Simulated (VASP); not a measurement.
Given:

```xyz
2
Lattice="0.0000 2.3567 2.3567 2.3567 0.0000 2.3567 2.3567 2.3567 0.0000" Properties=species:S:1:pos:R:3 pbc="T T T"
Zr     0.0000     0.0000     0.0000
C      2.3567     2.2817     2.3567
```

All values below come from r2SCAN meta-GGA, VASP's PBE PAW potentials (set 64) (plane waves; VASP). Run with 600 eV cut-off, 12×12×12 Γ-centred mesh, first-order Methfessel-Paxton smearing of 0.10 eV, potentials Zr_sv C.

Question: Give the force on each atom (eV/Å).

Answer: 
```json
[
 {"atom": "Zr1", "Fx": "0.000", "Fy": "-0.462", "Fz": "0.000"},
 {"atom": "C2", "Fx": "0.000", "Fy": "0.462", "Fz": "0.000"}
]
```

Question: Give the stress tensor in GPa (positive for a compressed cell).

Answer: 
```
-0.19   0.00   0.00
 0.00   1.21   0.00
 0.00   0.00  -0.19
```
The pressure is its mean diagonal, 0.28 GPa.

The compound is ZrC in the rock salt structure. This cell was strained or had an atom moved on purpose.
